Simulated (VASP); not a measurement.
Consider the following.

```
CELL_PARAMETERS angstrom
      0.00000     2.55853     2.55853
      2.55853     0.00000     2.55853
      2.55853     2.55853     0.00000
ATOMIC_POSITIONS crystal
  Sr 0.00000 0.00000 0.00000
  O  0.50000 0.50000 0.50000
```

All values below come from r2SCAN meta-GGA, VASP's PBE PAW potentials (set 64) (plane waves; VASP). Numerical set-up: 520 eV cut-off, 9×9×9 Γ-centred mesh, Gaussian smearing of 0.050 eV, potentials Sr_sv O.

**Question.** Give the stress tensor in GPa (positive for a compressed cell).

**Answer.** 
```
3.06  0.00  0.00
0.00  3.06  0.00
0.00  0.00  3.06
```
The pressure is its mean diagonal, 3.06 GPa.

The compound is SrO in the rock salt structure. This cell is one point of a volume scan, at 0.97 of the reference volume.
